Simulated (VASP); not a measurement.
Consider the following.

```
CELL_PARAMETERS angstrom
      0.00000     2.95991     2.95991
      2.95991     0.00000     2.95991
      2.95991     2.95991     0.00000
ATOMIC_POSITIONS crystal
  Sr 0.00000 0.00000 0.00000
```

Level of theory: vdW-DF-cx, VASP's PBE PAW potentials (set 64) (plane waves; VASP). Settings: 520 eV cut-off, 9×9×9 Γ-centred mesh, tetrahedra with Blöchl corrections, potentials Sr_sv.

### Question
Predict the energy per atom (σ→0).

### Answer

```json
{
  "energy per atom (σ→0)": "0.554 eV/atom"
}
```

The absolute energy has meaning only against runs of the same code, potentials and settings.

The compound is Sr in the fcc structure. It was relaxed first, which changed the volume by -8 %.
